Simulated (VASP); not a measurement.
VASP runs on Cd (space group P6_3/mmc) share one base input (PBE GGA, plane waves, VASP's PBE PAW potentials (set 64)) and change the settings named in each case.

KPOINTS:
```
Automatic mesh
0
Gamma
13 13 6
0 0 0
```

**INCAR**
```
! general
SYSTEM  = Cd
PREC    = Accurate
ENCUT   = 300   ! plane-wave cut-off (eV)
LREAL   = F   ! projection in real space or not
LASPH   = T   ! aspherical one-centre terms

! electronic loop
EDIFF   = 1E-6   ! SCF stop (eV)
NELM    = 100
ALGO    = Normal
LMAXMIX = 4

! smearing
ISMEAR  = 0   ! Gaussian
SIGMA   = 0.1   ! width (eV)

! functional
GGA     = PE

! ions
ISIF    = 2   ! forces and stress, cell fixed

! output
LWAVE   = F
LCHARG  = F
```

File POSCAR:
```
Cd
1
    1.5019200000    -2.6014020000     0.0000000000
    1.5019200000     2.6014020000     0.0000000000
    0.0000000000     0.0000000000     5.6649600000
Cd
2
Direct
  0.3333330000   0.6666670000   0.2500000000
  0.6666670000   0.3333330000   0.7500000000
```

POTCAR, in this order: Cd (PBE.64 set). Program: vasp_std.

```
change                                                                                                              E(σ→0) (eV/atom)  pressure (GPa)  −TS (eV)
------------------------------------------------------------------------------------------------------------------  ----------------  --------------  --------
base run                                                                                                                     -0.7481            1.62   -0.0032
GGA = PS                                                                                                                     -1.1994               …   -0.0032
GGA_COMPAT = .FALSE., LNONCOLLINEAR = .TRUE., LSORBIT = .TRUE., MAGMOM = 0.0 0.0 0.0 0.0 0.0 0.0, program vasp_ncl           -0.7771               …   -0.0032
KPOINTS 6×6×3 Γ-centred mesh                                                                                                 -0.7386            2.18   -0.0108
```

Problem. Complete the blanks.

Solution. 
- GGA_COMPAT = .FALSE., LNONCOLLINEAR = .TRUE., LSORBIT = .TRUE., MAGMOM = 0.0 0.0 0.0 0.0 0.0 0.0, program vasp_ncl, pressure (GPa): 1.49
- GGA = PS, pressure (GPa): -2.62

Energies of different potentials or functionals have different zeros.  At 300 eV the pressure can carry a Pulay error.

Left out are runs that ran out of time, are held back, or changed the cell or the kind of run, fixed moments of cells without a moment, rows past the twelfth, gaps on odd meshes, pressures of charged cells and columns that move by less than the noise.

The structure is a typed Cd crystal (P6_3/mmc). The cell was not relaxed at this level, its lattice was scaled by up to 2.5 %.
